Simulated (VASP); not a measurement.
Data:

```xyz
2
Lattice="0.0000 2.8661 2.8661 2.8661 0.0000 2.8661 2.8661 2.8661 0.0000" Properties=species:S:1:pos:R:3 pbc="T T T"
Si    -0.0167     0.0143     0.0005
Hf     2.8828     2.8518     2.8656
```

Calculation: PBE GGA, VASP's PBE PAW potentials (set 64) (plane waves; VASP). Settings: 300 eV cut-off, 6×6×6 Γ-centred mesh, Fermi-Dirac smearing of 0.10 eV, potentials Si Hf_pv.

At this cut-off the stress carries a Pulay error, which pulls relaxed volumes low. Energy and stress use the plane-wave basis of the starting cell.

### Question
The ions, cell shape and volume are relaxed. Predict the relaxed structure.

### Answer

```xyz
2
Lattice="0.0012 2.6758 2.6754 2.6760 0.0012 2.6755 2.6772 2.6770 0.0000" Properties=species:S:1:pos:R:3 pbc="T T T"
Si     5.3531     2.6783     2.6755
Hf     2.6773     2.6769     2.6755
```
Space group Fm-3m (225), at a tolerance of 0.03 Å.

### Question
How do energy and volume change from the first to the last step?

### Answer
The energy (σ→0) changes by -272.7 meV/atom and the volume by -18.6 %, in 9 ionic steps.

The structure was generated: HfSi was put into an ordered model structure, which need not be its known phase. In the starting cell atoms are displaced from their ideal sites. This run relaxes it. The k-mesh is coarse (spacing up to 0.34 per Å, 2π included), so the numbers may not be converged in it. The run is one of a series of settings (EDIFFG = -0.01, IBRION = 2, ISIF = 3, NSW = 50 against the base run), some of them coarse on purpose.
